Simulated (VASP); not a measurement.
Energy against volume of Na2S (antifluorite). These are TPSS meta-GGA, VASP's PBE PAW potentials (set 64) (plane waves; VASP) values and carry that method's errors. Numerical set-up: 520 eV cut-off, 6×6×6 Γ-centred mesh, Gaussian smearing of 0.050 eV, potentials Na_pv S.

| V (Å³/atom) | E (eV/atom) |
|---|---|
| 23.056 | -7.38510 |
| 23.769 | -7.38706 |
| 24.482 | -7.38529 |
| 25.195 | -7.38028 |

Q: Fit these four points and predict the energy of the run at 22.343 Å³/atom.

A: A cubic in V^(−2/3), the third-order Birch-Murnaghan form, passes through the four points with V0 = 23.77 Å³/atom and B0 = 28 GPa, and gives -7.3788 eV/atom there. The run gave -7.3788 eV/atom, +0.1 meV/atom from the fit; all five points give B0 = 28 GPa.

The compound is Na2S in the antifluorite structure. It was relaxed first.
